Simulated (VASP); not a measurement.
Given:

```xyz
64
Lattice="8.7583 0.0000 0.0000 0.0000 8.7583 0.0000 0.0000 0.0000 8.7583" Properties=species:S:1:pos:R:3 pbc="T T T"
Si     4.3738     8.7376     8.7376
Si     6.5786     2.1803     8.7533
Si     6.5790     8.7554     2.1792
Si     8.7566     0.0018     0.0018
Si     2.1719     2.1809     8.7378
Si     4.3743     4.3849     8.7543
Si     6.5780     6.5853     8.7386
Si     2.1716     8.7370     2.1810
Si     4.2275     2.0350     2.0348
Si     5.4741     3.2820     3.2848
Si     6.7232     4.5296     2.0364
Si     4.3738     8.7542     4.3851
Si     6.7232     2.0338     4.5318
Si     6.5778     8.7363     6.5876
Si     0.0203     4.3847     8.7381
Si     2.1954     6.5636     0.0024
Si     0.0046     2.1798     2.1800
Si     2.1896     4.3864     2.1792
Si     4.3735     6.5694     2.1802
Si     0.0211     8.7376     4.3852
Si     2.1895     2.1807     4.3847
Si     4.2267     4.5317     4.5319
Si     6.5788     6.5701     4.3851
Si     2.1955     0.0035     6.5628
Si     4.3728     2.1800     6.5694
Si     6.5788     4.3862     6.5681
Si     0.0208     6.5863     2.1810
Si     0.0049     4.3848     4.3848
Si     2.1717     6.5868     4.3849
Si     0.0212     2.1809     6.5865
Si     2.1713     4.3852     6.5878
Si     4.3735     6.5871     6.5871
Si     8.7560     6.5632     6.5634
C      5.4784     1.0435     1.0415
C      7.7155     3.2798     1.0430
C      7.7164     1.0429     3.2807
C      1.0956     1.0875     1.0880
C      3.2356     3.2856     1.0418
C      5.4737     5.5220     1.0435
C      7.6705     7.6628     1.0880
C      3.2351     1.0416     3.2853
C      7.7165     5.5230     3.2855
C      5.4733     1.0411     5.5245
C      7.7168     3.2852     5.5228
C      7.6708     1.0876     7.6628
C      1.0972     5.4780     1.0878
C      3.2811     7.6608     1.0883
C      1.0980     3.2834     3.2813
C      3.2350     5.5238     3.2801
C      5.4770     7.6626     3.2817
C      1.0977     1.0888     5.4768
C      3.2344     3.2804     5.5240
C      5.4782     5.5249     5.5231
C      7.6705     7.6609     5.4776
C      3.2810     1.0883     7.6611
C      5.4768     3.2831     7.6601
C      7.6704     5.4774     7.6610
C      1.0959     7.6617     3.2828
C      1.0953     5.4776     5.4778
C      3.2811     7.6633     5.4776
C      1.0958     3.2828     7.6631
C      3.2812     5.4778     7.6635
C      5.4763     7.6606     7.6634
C      1.0973     7.6621     7.6608
```
Cell charge -1.

All values below come from HSE06 screened hybrid, VASP's PBE PAW potentials (set 64) (plane waves; VASP). Settings: PREC = Normal, LREAL = Auto, ISYM = 0, NELECT = 257.0, EDIFF = 1E-5, 400 eV cut-off, 1×1×1 Γ-centred mesh, Gaussian smearing of 0.050 eV, potentials Si C. Starting moments (MAGMOM): 64*0.0156. The cell's moment is fixed (NUPDOWN = 1).

The cell is charged, with a uniform compensating background. The supercell is sampled at Γ alone, which is coarse: total energies, pressure and levels can be off, energies of defects by several tenths of an eV.

Problem. What does the run give for the cell moment, energy per atom (σ→0)?

Solution. 
```json
{
  "cell_moment": "1.00 μB",
  "energy per atom (σ→0)": "-8.407 eV/atom"
}
```

Only differences to runs with the same potentials and settings are physical.

The cell is a supercell with a defect, built from SiC (zinc blende): Si_C, charge -1. The cell's shape comes from a PBE relaxation.
